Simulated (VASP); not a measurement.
Consider the following.

```
CELL_PARAMETERS angstrom
     -1.59838     1.59838     2.45763
      1.59838    -1.59838     2.45763
      1.59838     1.59838    -2.45763
ATOMIC_POSITIONS crystal
  In 0.00000 0.00000 0.00000
```

The numbers are results of revTPSS meta-GGA, VASP's PBE PAW potentials (set 64) (plane waves; VASP 6.6.1), not measurements. Numerical set-up: 520 eV cut-off, 18×18×18 Γ-centred mesh, tetrahedra with Blöchl corrections, potentials In_d.

**Question.** Give the energies of bands 6 to 9 at the high-symmetry points, in eV from the Fermi level.

**Answer.** 
| band | Γ | X | P | N | M | S | R |
|---|---|---|---|---|---|---|---|
| 6 | -9.89 | -2.08 | -0.98 | -4.30 | -2.98 | -2.43 | -1.49 |
| 7 | 11.02 | -1.45 | -0.12 | -3.65 | -2.95 | -1.40 | -0.29 |
| 8 | 11.02 | 3.57 | -0.12 | 7.71 | 4.96 | -0.69 | 0.00 |
| 9 | 11.22 | 4.02 | 1.65 | 9.70 | 4.96 | 6.47 | 1.20 |

It has no gap at this level: it comes out as a metal or semimetal.

The compound is In in the bct structure. It was relaxed first.
